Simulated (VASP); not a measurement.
An input for Ansatz (written as the equivalent of a VASP run, and not itself run):

Ansatz 0.2 input:
```yaml
crystal:
  lattice:
    - [-1.6500000, 1.6500000, 1.6500000]
    - [1.6500000, -1.6500000, 1.6500000]
    - [1.6500000, 1.6500000, -1.6500000]
  atoms:
    - { symbol: Ta, position: [0.0000000, 0.0000000, 0.0000000] }
kpoints:
  mp_grid: { grid: [14, 14, 14] }
hamiltonian:
  xc: rpbe
  pseudopotentials: { kind: paw }
scf:
  occupations: { method: methfessel_paxton, width: 0.1 }
  max_iter: 100
relax:
  max_steps: 60
  f_tol: 0.01
  cell: {}
output: { forces: true, stress: true, eigenvalues: true }
```

Write the VASP files for the same calculation (RPBE).

One answer among several that fit: 
### KPOINTS
```
Automatic mesh
0
G
  14 14 14
```

### INCAR
```
SYSTEM = Ta
PREC = Accurate
ENCUT = 520
EDIFF = 1E-6
NELM = 100
ALGO = Normal
LREAL = .FALSE.
LASPH = .TRUE.
ISMEAR = 1
SIGMA = 0.1
GGA = RP
LMAXMIX = 6
LWAVE = .FALSE.
LCHARG = .FALSE.
IBRION = 2
ISIF = 3
NSW = 60
EDIFFG = -0.01
```

**POSCAR**
```
Ta
1.0
 -1.6500000000   1.6500000000   1.6500000000
  1.6500000000  -1.6500000000   1.6500000000
  1.6500000000   1.6500000000  -1.6500000000
Ta
1
Cart
  0.0000000000   0.0000000000   0.0000000000
```

POTCAR, in this order: Ta_pv (PBE.64 set). Program: vasp_std.

Limits of the translation: each code has its own PAW files, so the cut-off isn't converted (ENCUT is set for VASP's; basis.ecutwfc is left out, and Ansatz then takes the one that its files recommend); Ansatz stops its SCF on the density residual and VASP on the energy change (EDIFF).

The compound is Ta in the bcc structure. This run relaxes it. Symmetry was kept, so distortions that lower it aren't found.
